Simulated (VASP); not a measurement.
These are r2SCAN meta-GGA, VASP's PBE PAW potentials (set 64) (plane waves; VASP) values and carry that method's errors.

VASP ran on this input.

### INCAR
```
ALGO = Normal
EDIFF = 1E-6
EDIFFG = -0.01
ENCUT = 520
IBRION = 2
ISIF = 3
ISMEAR = 0
LASPH = T
LCHARG = F
LMIXTAU = T
LREAL = F
LWAVE = F
METAGGA = R2SCAN
NELM = 100
NSW = 60
PREC = Accurate
SIGMA = 0.05
SYSTEM = LiH
```

KPOINTS:
```
Automatic
0
G
10 10 10
```

File POSCAR:
```
LiH
1.0
  0.0000000000   1.9912254005   1.9912254005
  1.9912254005   0.0000000000   1.9912254005
  1.9912254005   1.9912254005   0.0000000000
Li H
1 1
Direct
  0.0000000000   0.0000000000   0.0000000000
  0.5000000000   0.5000000000   0.5000000000
```

POTCAR, in this order: Li_sv H (PBE.64 set). Program: vasp_std.

Problem. Predict the energy per atom (σ→0), band gap (on the k-mesh).

Solution. 
The energy per atom (σ→0) is -3.409 eV/atom and the band gap (on the k-mesh) comes out as 3.57 eV.

### OSZICAR
```
...
DAV:   9    -0.679538570989E+01   -0.13030E+00   -0.82340E-02   576   0.364E+00    0.102E-01
DAV:  10    -0.681722905172E+01   -0.21843E-01   -0.26470E-02   576   0.139E+00    0.117E-01
DAV:  11    -0.681726640910E+01   -0.37357E-04   -0.10754E-03   720   0.318E-01    0.403E-02
DAV:  12    -0.681709248821E+01    0.17392E-03   -0.12159E-04   582   0.162E-01    0.245E-02
DAV:  13    -0.681725146739E+01   -0.15898E-03   -0.15975E-04   564   0.137E-01    0.276E-03
DAV:  14    -0.681726629440E+01   -0.14827E-04   -0.12975E-05   588   0.469E-02    0.126E-03
DAV:  15    -0.681726636265E+01   -0.68258E-07   -0.13036E-06   660   0.110E-02
   1 F= -.68172664E+01 E0= -.68172664E+01  d E =-.681727E+01
```

The structure was generated: LiH was put into the rock salt type (Fm-3m), which need not be its known phase. It was relaxed first, which changed the volume by +56 %. The start is the result of an earlier pass.
